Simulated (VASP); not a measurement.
Output of a VASP run:

File OUTCAR:
```
 ion  position               nearest neighbor table
   1  0.000  0.000  0.000-
  LATTYP: Found a face centered cubic cell.
 ALAT       =     3.6100000000
 Subroutine PRICEL returns:
 Original cell was already a primitive cell.
 Subroutine GETGRP returns: Found 48 space group operations
The static configuration has the point symmetry O_h .
The dynamic configuration has the point symmetry O_h .
 Subroutine INISYM returns: Found 48 space group operations
 Subroutine IBZKPT returns following result:
 Found      8 irreducible k-points:

 Following reciprocal coordinates:
            Coordinates               Weight
  0.000000  0.000000  0.000000      1.000000
  0.250000  0.000000  0.000000      8.000000
  0.500000  0.000000  0.000000      4.000000
  0.250000  0.250000  0.000000      6.000000
  0.500000  0.250000  0.000000     24.000000
 -0.250000  0.250000  0.000000     12.000000
  0.500000  0.500000  0.000000      3.000000
 -0.250000  0.500000  0.250000      6.000000
   k-points           NKPTS =      8   k-points in BZ     NKDIM =      8   number of bands    NBANDS=      9
   number of dos      NEDOS =    301   number of ions     NIONS =      1
   total plane-waves  NPLWV =   2744
   dimension x,y,z NGX =    14 NGY =   14 NGZ =   14
   dimension x,y,z NGXF=    28 NGYF=   28 NGZF=   28
   ions per type =               1
   PREC   = accura    normal or accurate (medium, high low for compatibility)
   ISTART =      0    job   : 0-new  1-cont  2-samecut
   ICHARG =      2    charge: 1-file 2-atom 10-const
   ISPIN  =      1    spin polarized calculation?
   LNONCOLLINEAR =      F non collinear calculations
   LSORBIT =      F    spin-orbit coupling
   INIWAV =      1    electr: 0-lowe 1-rand  2-diag
   ENCUT  =  300.0 eV  22.05 Ry    4.70 a.u.   3.61  3.61  3.61*2*pi/ulx,y,z
   NELM   =    100;   NELMIN=  2; NELMDL= -5     # of ELM steps
   EDIFF  = 0.1E-05   stopping-criterion for ELM
   LREAL  =      F    real-space projection
   NLSPLINE    = F    spline interpolate recip. space projectors
   LMAXMIX     =    4 max onsite mixed and CHGCAR
   VOSKOWN=      0    Vosko Wilk Nusair interpolation
   EDIFFG = 0.1E-04   stopping-criterion for IOM
   NSW    =      0    number of steps for IOM
   NBLOCK =      1;   KBLOCK =      1    inner block; outer block
   IBRION =     -1    ionic relax: 0-MD 1-quasi-New 2-CG
   NFREE  =      0    steps in history (QN), initial steepest desc. (CG)
   ISIF   =      2    stress and relaxation
   ISYM   =      2    0-nonsym 1-usesym 2-fastsym
   TEIN   =    0.0    initial temperature
   TEBEG  =    0.0;   TEEND  =   0.0 temperature during run
   SMASS  =  -3.00    Nose mass-parameter (am)
   PSTRESS=    0.0 pullay stress
   NELECT =      11.0000    total number of electrons
   EFERMI =   0.00;   METHOD = LEGACY
   ISMEAR =     0;   SIGMA  =   0.20  broadening in eV -4-tet -1-fermi 0-gaus
   IALGO  =     38    algorithm
   LDIAG  =      T    sub-space diagonalisation (order eigenvalues)
   IMIX   =      4    mixing-type and parameters
     AMIX     =   0.40;   BMIX     =  1.00
     AMIX_MAG =   1.60;   BMIX_MAG =  1.00
     AMIN     =   0.10
   GGA     = PE    functional components
   VOSKOWN =     0    Vosko Wilk Nusair interpolation
   LHFCALC =     F    Hartree Fock is set to
   LHFONE  =     F    Hartree Fock one center treatment
   AEXX    =    0.0000 exact exchange contribution
   IVDW    =     0    specifies the selected vdW correction
   LEPSILON=     F    determine dielectric tensor
   LRPA    =     F    only Hartree local field effects (RPA)
  energy-cutoff  :      300.00
  volume of cell :       11.76
      direct lattice vectors                 reciprocal lattice vectors
     0.000000000  1.805000000  1.805000000    -0.277008310  0.277008310  0.277008310
     1.805000000  0.000000000  1.805000000     0.277008310 -0.277008310  0.277008310
     1.805000000  1.805000000  0.000000000     0.277008310  0.277008310 -0.277008310
 k-point     1 :   0.0000 0.0000 0.0000  plane waves:     137
 k-point     2 :   0.2500 0.0000 0.0000  plane waves:     144
 k-point     3 :   0.5000 0.0000 0.0000  plane waves:     138
...
```

**OSZICAR**
```
       N       E                     dE             d eps       ncg     rms          rms(c)
DAV:   1     0.290213521948E+02    0.29021E+02   -0.41442E+03   152   0.132E+03
DAV:   2    -0.421411803121E+01   -0.33235E+02   -0.32800E+02   144   0.176E+02
DAV:   3    -0.447700603741E+01   -0.26289E+00   -0.26217E+00   201   0.216E+01
DAV:   4    -0.447835373818E+01   -0.13477E-02   -0.13476E-02   192   0.131E+00
DAV:   5    -0.447835937968E+01   -0.56415E-05   -0.56411E-05   184   0.632E-02    0.790E+00
DAV:   6    -0.396827850804E+01    0.51008E+00   -0.17495E+01   147   0.886E+01    0.402E+00
DAV:   7    -0.357633620545E+01    0.39194E+00   -0.27379E+00   150   0.348E+01    0.493E-01
DAV:   8    -0.356732329870E+01    0.90129E-02   -0.11841E-02   151   0.242E+00    0.401E-01
DAV:   9    -0.356445469992E+01    0.28686E-02   -0.19794E-02   150   0.280E+00    0.242E-02
DAV:  10    -0.356446153926E+01   -0.68393E-05   -0.35502E-05   212   0.935E-02    0.940E-03
DAV:  11    -0.356446136432E+01    0.17494E-06   -0.57690E-07   129   0.131E-02
   1 F= -.35644614E+01 E0= -.35597374E+01  d E =-.944790E-02
```

OUTCAR:
```
------------------------ aborting loop because EDIFF is reached ----------------------------------------
  FORCE on cell =-STRESS in cart. coord.  units (eV):
  Direction    XX          YY          ZZ          XY          YZ          ZX
  --------------------------------------------------------------------------------------
  Total        0.1049317      0.1049317      0.1049317      0.0000000     -0.0000000      0.0000000
  in kB       14.2940595     14.2940595     14.2940595      0.0000000     -0.0000000      0.0000000
  external PRESSURE =      14.2940595 kB  Pullay stress =       0.0000000 kB
  volume of cell :       11.76
      direct lattice vectors                 reciprocal lattice vectors
     0.000000000  1.805000000  1.805000000    -0.277008310  0.277008310  0.277008310
     1.805000000  0.000000000  1.805000000     0.277008310 -0.277008310  0.277008310
     1.805000000  1.805000000  0.000000000     0.277008310  0.277008310 -0.277008310
 POSITION                                       TOTAL-FORCE (eV/Angst)
 -----------------------------------------------------------------------------------
      0.00000      0.00000      0.00000         0.000000      0.000000     -0.000000
 -----------------------------------------------------------------------------------
    total drift:                               -0.000000     -0.000000      0.000000
  FREE ENERGIE OF THE ION-ELECTRON SYSTEM (eV)
  ---------------------------------------------------
  free  energy   TOTEN  =        -3.5644613643 eV

  energy  without entropy=       -3.5550134651  energy(sigma->0) =       -3.55973741
```
(Selected blocks of OUTCAR.)

### POSCAR
```
Cu
1
    0.0000000000     1.8050000000     1.8050000000
    1.8050000000     0.0000000000     1.8050000000
    1.8050000000     1.8050000000     0.0000000000
Cu
1
Direct
  0.0000000000   0.0000000000   0.0000000000
```

Problem. Write an INCAR and KPOINTS that could have produced this output.

Solution. Several could match; the one computed here: the input of the run itself, PBE GGA, plane waves, VASP's PBE PAW potentials (set 64).

**INCAR**
```
ALGO = Normal
EDIFF = 1E-6
ENCUT = 300
GGA = PE
ISIF = 2
ISMEAR = 0
LASPH = .TRUE.
LCHARG = .FALSE.
LMAXMIX = 4
LREAL = .FALSE.
LWAVE = .FALSE.
NELM = 100
PREC = Accurate
SIGMA = 0.2
SYSTEM = Cu
```

KPOINTS:
```
Automatic mesh
0
Gamma
4 4 4
0 0 0
```

POTCAR, in this order: Cu (PBE.64 set). Program: vasp_std.

At this cut-off the stress carries a Pulay error, which pulls relaxed volumes low.

The structure is a typed Cu crystal (Fm-3m). The cell was not relaxed at this level. The k-mesh is coarse (spacing up to 0.75 per Å, 2π included), so the numbers may not be converged in it. The run is one of a series of settings (KPOINTS 4×4×4 Γ-centred mesh against the base run), some of them coarse on purpose.
